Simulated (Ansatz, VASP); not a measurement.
# Cross-check of ZnS (Wurtzite-2H) between VASP and Ansatz, part 2 of 3

One calculation is typed for both programs; each brings its own data sets. How far apart do they land? The cell is taken from a series of runs on this material, whose earlier steps may have relaxed, scaled, displaced or heated it; both programs get it as it stands.

VASP 6.6.1 and Ansatz 0.2.0.

So far: The starting structure; VASP: zone-centre phonons, PBE.

### 2. VASP: zone-centre phonons, PBE (continued)

Level of this step: PBE; plane waves and PAW (S, Zn) (VASP).

From OUTCAR (step 2):

```text
ion  position               nearest neighbor table
   1  0.333  0.667  0.380-   4 2.40   4 2.40   4 2.40   3 2.41
   2  0.667  0.333  0.880-   3 2.40   3 2.40   3 2.40   4 2.41
   3  0.333  0.667  0.005-   2 2.40   2 2.40   2 2.40   1 2.41
   4  0.667  0.333  0.505-   1 2.40   1 2.40   1 2.40   2 2.41

  LATTYP: Found a hexagonal cell.
 ALAT       =     3.9222856151
 C/A-ratio  =     1.6378251039

 Subroutine GETGRP returns: Found 12 space group operations
 (whereof  6 operations were pure point group operations)

The static configuration has the point symmetry C_3v.
 The point group associated with its full space group is C_6v.

 Found     95 irreducible k-points:

   k-points           NKPTS =     95   k-points in BZ     NKDIM =     95   number of bands    NBANDS=     24

   dimension x,y,z NGX =    30 NGY =   30 NGZ =   48
   dimension x,y,z NGXF=    60 NGYF=   60 NGZF=   96

   ENCUT  =  500.0 eV  36.75 Ry    6.06 a.u.   7.15  7.15 11.71*2*pi/ulx,y,z

   NELECT =      36.0000    total number of electrons

 k-points in reciprocal lattice and weights: Automatic mesh
   0.00000000  0.00000000  0.00000000       0.001
   0.08333333  0.00000000  0.00000000       0.005
   0.16666667  0.00000000  0.00000000       0.005
   0.25000000  0.00000000  0.00000000       0.005
   0.33333333  0.00000000  0.00000000       0.005
   0.41666667  0.00000000  0.00000000       0.005
   0.50000000  0.00000000  0.00000000       0.003
   0.08333333  0.08333333  0.00000000       0.005
   0.16666667  0.08333333  0.00000000       0.010
[...]
-1.961142808  3.396798984  0.000000000     0.000000000  0.294394813  0.000000000
     0.000000000  0.000000000  6.424017845     0.000000000  0.000000000  0.155665819

 POSITION                                       TOTAL-FORCE (eV/Angst)
 -----------------------------------------------------------------------------------
     -0.00000      2.26453      2.44133         0.000000      0.000000      0.000048
      1.96114      1.13227      5.65334        -0.000000     -0.000000      0.000048
     -0.00000      2.26453      0.03192        -0.000000     -0.000000     -0.000048
      1.96114      1.13227      3.24393         0.000000      0.000000     -0.000048
 -----------------------------------------------------------------------------------
    total drift:                               -0.000001     -0.000001      0.000605

 MACROSCOPIC STATIC DIELECTRIC TENSOR (including local field effects in DFT)
 ------------------------------------------------------
           5.873643    -0.000000     0.000000
          -0.000000     5.873643    -0.000000
           0.000000     0.000000     5.970720
 ------------------------------------------------------

 PIEZOELECTRIC TENSOR (including local field effects)  for field in x, y, z        (C/m^2)
          XX          YY          ZZ          XY          YZ          ZX
  --------------------------------------------------------------------------------
  x     0.00000     0.00000     0.00000     0.00000    -0.00000     0.38648
  y    -0.00000    -0.00000     0.00000     0.00000     0.38648    -0.00000
  z     0.37742     0.37742    -0.78110    -0.00000    -0.00000     0.00000

 BORN EFFECTIVE CHARGES (including local field effects) (in |e|, cummulative output)
 ---------------------------------------------------------------------------------
 ion    1
    1    -2.05612     0.00000     0.00000
    2     0.00000    -2.05612     0.00000
    3     0.00000    -0.00000    -2.15532
 ion    2
    1    -2.05612     0.00000     0.00000
    2     0.00000    -2.05612    -0.00000
    3     0.00000     0.00000    -2.15532
 ion    3
    1     2.05612    -0.00000     0.00000
    2    -0.00000     2.05612    -0.00000
    3    -0.00000     0.00000     2.15532
 ion    4
    1     2.05612    -0.00000     0.00000
    2    -0.00000     2.05612     0.00000
    3    -0.00000     0.00000     2.15532

 Eigenvectors and eigenvalues of the dynamical matrix
 ----------------------------------------------------

   1 f  =    8.907705 THz    55.968758 2PiTHz  297.129040 cm-1    36.839289 meV
             X         Y         Z           dx          dy          dz
     -0.000000  2.264533  2.441327    -0.000000    0.000000    0.703495
      1.961143  1.132266  5.653336    -0.000000   -0.000000   -0.703495
     -0.000000  2.264533  0.031920     0.000000    0.000000   -0.071374
      1.961143  1.132266  3.243929     0.000000   -0.000000    0.071374

   2 f  =    7.202433 THz    45.254223 2PiTHz  240.247313 cm-1    29.786857 meV
             X         Y         Z           dx          dy          dz
     -0.000000  2.264533  2.441327    -0.328915    0.533410    0.000000
      1.961143  1.132266  5.653336     0.328915   -0.533410    0.000000
     -0.000000  2.264533  0.031920    -0.171919    0.278805   -0.000000
      1.961143  1.132266  3.243929     0.171919   -0.278805   -0.000000

   3 f  =    7.202433 THz    45.254223 2PiTHz  240.247313 cm-1    29.786857 meV
             X         Y         Z           dx          dy          dz
     -0.000000  2.264533  2.441327    -0.533410   -0.328915    0.000000
      1.961143  1.132266  5.653336     0.533410    0.328915    0.000000
     -0.000000  2.264533  0.031920    -0.278805   -0.171919   -0.000000
      1.961143  1.132266  3.243929     0.278805    0.171919   -0.000000

   4 f  =    7.101312 THz    44.618857 2PiTHz  236.874258 cm-1    29.368652 meV
             X         Y         Z           dx          dy          dz
     -0.000000  2.264533  2.441327    -0.304844    0.494369    0.000000
      1.961143  1.132266  5.653336    -0.304844    0.494369    0.000000
     -0.000000  2.264533  0.031920     0.211691   -0.343302   -0.000000
      1.961143  1.132266  3.243929     0.211691   -0.343302   -0.000000

   5 f  =    7.101312 THz    44.618857 2PiTHz  236.874258 cm-1    29.368652 meV
             X         Y         Z           dx          dy          dz
     -0.000000  2.264533  2.441327     0.494369    0.304844   -0.000000
      1.961143  1.132266  5.653336     0.494369    0.304844   -0.000000
     -0.000000  2.264533  0.031920    -0.343302   -0.211691    0.000000
      1.961143  1.132266  3.243929    -0.343302   -0.211691    0.000000

   6 f  =    6.888425 THz    43.281250 2PiTHz  229.773120 cm-1    28.488223 meV
             X         Y         Z           dx          dy          dz
     -0.000000  2.264533  2.441327     0.000000   -0.000000    0.580541
      1.961143  1.132266  5.653336     0.000000   -0.000000    0.580541
     -0.000000  2.264533  0.031920    -0.000000    0.000000   -0.403699
      1.961143  1.132266  3.243929    -0.000000    0.000000   -0.403699

   7 f  =    5.284520 THz    33.203615 2PiTHz  176.272598 cm-1    21.855007 meV
             X         Y         Z           dx          dy          dz
     -0.000000  2.264533  2.441327    -0.000000    0.000000    0.071374
      1.961143  1.132266  5.653336    -0.000000    0.000000   -0.071374
     -0.000000  2.264533  0.031920     0.000000   -0.000000    0.703495
      1.961143  1.132266  3.243929    -0.000000    0.000000   -0.703495

   8 f  =    2.085373 THz    13.102787 2PiTHz   69.560564 cm-1     8.624407 meV
             X         Y         Z           dx          dy          dz
     -0.000000  2.264533  2.441327     0.171943   -0.278791   -0.000000
      1.961143  1.132266  5.653336    -0.171943    0.278791   -0.000000
     -0.000000  2.264533  0.031920    -0.328961    0.533381   -0.000000
      1.961143  1.132266  3.243929     0.328961   -0.533381   -0.000000

   9 f  =    2.085373 THz    13.102787 2PiTHz   69.560564 cm-1     8.624407 meV
             X         Y         Z           dx          dy          dz
     -0.000000  2.264533  2.441327    -0.278791   -0.171943    0.000000
      1.961143  1.132266  5.653336     0.278791    0.171943    0.000000
     -0.000000  2.264533  0.031920     0.533381    0.328961    0.000000
      1.961143  1.132266  3.243929    -0.533381   -0.328961    0.000000

  10 f/i=    0.022643 THz     0.142273 2PiTHz    0.755304 cm-1     0.093646 meV
             X         Y         Z           dx          dy          dz
     -0.000000  2.264533  2.441327     0.000000   -0.000000   -0.403699
      1.961143  1.132266  5.653336     0.000000   -0.000000   -0.403699
     -0.000000  2.264533  0.031920     0.000000   -0.000000   -0.580541
      1.961143  1.132266  3.243929     0.000000   -0.000000   -0.580541

  11 f/i=    0.027939 THz     0.175547 2PiTHz    0.931951 cm-1     0.115547 meV
             X         Y         Z           dx          dy          dz
     -0.000000  2.264533  2.441327    -0.401706    0.036077   -0.000000
      1.961143  1.132266  5.653336    -0.401706    0.036077   -0.000000
     -0.000000  2.264533  0.031920    -0.578474    0.051952   -0.000000
      1.961143  1.132266  3.243929    -0.578474    0.051952   -0.000000

  12 f/i=    0.027939 THz     0.175547 2PiTHz    0.931951 cm-1     0.115547 meV
             X         Y         Z           dx          dy          dz
     -0.000000  2.264533  2.441327    -0.036077   -0.401706    0.000000
      1.961143  1.132266  5.653336    -0.036077   -0.401706    0.000000
     -0.000000  2.264533  0.031920    -0.051952   -0.578474    0.000000
      1.961143  1.132266  3.243929    -0.051952   -0.578474    0.000000

 MACROSCOPIC STATIC DIELECTRIC TENSOR IONIC CONTRIBUTION
 ------------------------------------------------------
           4.038212    -0.000000     0.000000
          -0.000000     4.038212    -0.000000
           0.000000    -0.000000     4.713601
 ------------------------------------------------------

 ELASTIC MODULI CONTR FROM IONIC RELAXATION (kBar)
 Direction    XX          YY          ZZ          XY          YZ          ZX
 --------------------------------------------------------------------------------
 XX        -137.6107     73.4302     55.1612      0.0000     -0.0000     -0.0000
 YY          73.4302   -137.6107     55.1612      0.0000     -0.0000      0.0000
 ZZ          55.1612     55.1612    -94.8190     -0.0000     -0.0000      0.0000
 XY           0.0000      0.0000     -0.0000   -105.5205      0.0000     -0.0000
 YZ           0.0000      0.0000     -0.0000      0.0000    -27.1250      0.0000
 ZX          -0.0000      0.0000      0.0000     -0.0000      0.0000    -36.9379
 --------------------------------------------------------------------------------

 PIEZOELECTRIC TENSOR IONIC CONTR  for field in x, y, z        (C/m^2)
          XX          YY          ZZ          XY          YZ          ZX
  --------------------------------------------------------------------------------
  x    -0.00000     0.00000     0.00000    -0.00000     0.00000    -0.36342
  y    -0.00000     0.00000    -0.00000     0.00000    -0.31142     0.00000
  z    -0.36596    -0.36596     0.62907     0.00000     0.00000    -0.00000
```

The dielectric response converges more slowly with the mesh than energies do, so tensor and charges may still move on a finer one.

(Continued in part 3 of 3.)

[Lines on the potential files, build, host, timing and source positions are cut from VASP's logs without a mark.]

[Logs are printed without paths, hosts, clocks, repeated set-up lines and the standing remarks that a program may print on its own settings, such as how far it seeks lower states.]

[Hosts, paths, dates, database ids (printed as entryN), source tags and the programs' standing remarks are cut or masked in the printed files.]
